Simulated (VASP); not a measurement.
Consider the following.

```
AlAs
1.0
    0.00000     2.81891     2.81891
    2.81891     0.00000     2.81891
    2.81891     2.81891     0.00000
Al As
1 1
Direct
  0.00000   0.00000   0.00000
  0.25000   0.25000   0.25000
```

Calculation: LDA (Ceperley-Alder, Perdew-Zunger), VASP's LDA PAW potentials (set 64) (plane waves; VASP). Settings: 520 eV cut-off, Gaussian smearing of 0.050 eV, potentials Al As.

Task: Give the energies of bands 2 to 7 at the high-symmetry points, in eV from the valence-band maximum.

Result: 
```csv
band,Γ,X,U,L,W
2,0.00,-5.49,-5.23,-5.65,-5.13
3,0.00,-2.21,-3.49,-0.83,-3.25
4,0.00,-2.21,-1.83,-0.83,-2.88
5,1.98,1.32,2.14,2.07,4.25
6,4.27,2.20,4.92,4.65,5.63
7,4.27,10.30,8.16,4.65,5.66
```

The gap is indirect, 1.32 eV, from the valence maximum at Γ to the conduction minimum at X.

Measured: gap 2.28 eV (computed value off by -0.96 eV), as given by Wei Chen et al., Physical Review Materials (2018), doi:10.1103/physrevmaterials.2.073803 [zero-point renormalisation of 0.04 eV added back (the table's ZPR column)].

The compound is AlAs in the zinc blende structure. It was relaxed first.
